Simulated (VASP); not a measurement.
Given:

```xyz
10
Lattice="5.6879 0.0000 0.0000 -2.8439 4.9258 0.0000 0.0000 0.0000 5.5989" Properties=species:S:1:pos:R:3 pbc="T T T"
Pb     0.0000     3.2839     4.1991
Pb     2.8439     1.6419     1.3997
Zr     0.0000     0.0000     0.0000
Zr     0.0000     0.0000     2.7994
O      0.0000     1.5655     1.3997
O      1.4882     4.1431     1.3997
O     -1.4882     4.1431     1.3997
O      2.8439     3.3603     4.1991
O      1.3558     0.7827     4.1991
O      4.3321     0.7827     4.1991
```

The numbers are results of r2SCAN meta-GGA, VASP's PBE PAW potentials (set 64) (plane waves; VASP), not measurements. Numerical set-up: 520 eV cut-off, 5×5×5 Γ-centred mesh, tetrahedra with Blöchl corrections, potentials Pb_d Zr_sv O.

The cores are frozen, which limits the accuracy of field gradients.

Q: Give the principal components of the electric field gradient (V/Å²) and the asymmetry η at each nucleus.

A: 
```json
[
 {"atom": "Pb1", "Vxx": "-117.3", "Vyy": "-117.3", "Vzz": "234.6", "η": "0.00"},
 {"atom": "Pb2", "Vxx": "-117.3", "Vyy": "-117.3", "Vzz": "234.6", "η": "0.00"},
 {"atom": "Zr3", "Vxx": "74.3", "Vyy": "74.3", "Vzz": "-148.6", "η": "0.00"},
 {"atom": "Zr4", "Vxx": "74.3", "Vyy": "74.3", "Vzz": "-148.6", "η": "0.00"},
 {"atom": "O5", "Vxx": "28.8", "Vyy": "2.0", "Vzz": "-30.8", "η": "0.87"},
 {"atom": "O6", "Vxx": "28.8", "Vyy": "2.0", "Vzz": "-30.8", "η": "0.87"},
 {"atom": "O7", "Vxx": "28.8", "Vyy": "2.0", "Vzz": "-30.8", "η": "0.87"},
 {"atom": "O8", "Vxx": "28.8", "Vyy": "2.0", "Vzz": "-30.8", "η": "0.87"},
 {"atom": "O9", "Vxx": "28.8", "Vyy": "2.0", "Vzz": "-30.8", "η": "0.87"},
 {"atom": "O10", "Vxx": "28.8", "Vyy": "2.0", "Vzz": "-30.8", "η": "0.87"}
]
```

The structure was generated: ZrPbO3 was put into the 2H-BaNiO3 type (P6_3/mmc), which need not be its known phase. It was relaxed first, which changed the volume by -9 %.
